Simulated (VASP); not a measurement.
SrCl2 (fluorite), at 1.04 of the tabulated volume:

```xyz
3
Lattice="0.0000 3.5359 3.5359 3.5359 0.0000 3.5359 3.5359 3.5359 0.0000" Properties=species:S:1:pos:R:3 pbc="T T T"
Sr     0.0000     0.0000     0.0000
Cl     1.7680     1.7680     1.7680
Cl     5.3039     5.3039     5.3039
```

The highest filled band near X, direction along the valley's axis, from PBE with spin-orbit coupling in VASP (PAW); its two spin partners are averaged. The gap over the points computed is 5.18 eV, and the next band on that side lies 0.33 eV away at the edge.

Run with 400 eV cut-off, 6×6×6 Γ-centred mesh, Gaussian smearing of 0.050 eV, potentials Sr_sv Cl.

```csv
distance from the edge in k (1/Å),distance in energy (meV)
0.025,5.2
0.035,10.2
0.050,20.8
0.070,40.4
```

Q: Fit E(1 + αE) = ħ²k²/2m* (ħ²/2m0 = 3.810 eV Å²) and predict the row at 0.095 1/Å.

A: The rows don't resolve α, so a parabola serves: the hole mass is m* = 0.461 m0, and so 74.6 meV. The run gave 73.6 meV, -1.0 meV from the fit.

Left out are points under 3 meV from the edge, since the levels carry 0.1 meV, and points farther than half the way to the next band.

The compound is SrCl2 in the fluorite structure. The cell was not relaxed at this level.
